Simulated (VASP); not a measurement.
```
TiC
1.0
    0.00000     2.17799     2.17799
    2.17799     0.00000     2.17799
    2.17799     2.17799     0.00000
Ti C
1 1
Cartesian
  0.00000   0.00000   0.00000
  2.17799   2.17799   2.17799
```

The numbers are results of PBE GGA, VASP's PBE PAW potentials (set 64) (plane waves; VASP), not measurements. Numerical set-up: 400 eV cut-off, 13×13×13 Γ-centred mesh, Gaussian smearing of 0.20 eV, potentials Ti_sv C.

At this cut-off the stress carries a Pulay error, which pulls relaxed volumes low.

Q: Give the stress tensor in GPa (positive for a compressed cell).

A: 
```
-5.25   0.00   0.00
 0.00  -5.25   0.00
 0.00   0.00  -5.25
```
The pressure is its mean diagonal, -5.25 GPa.

The structure is a typed TiC crystal (Fm-3m). The cell was not relaxed at this level.
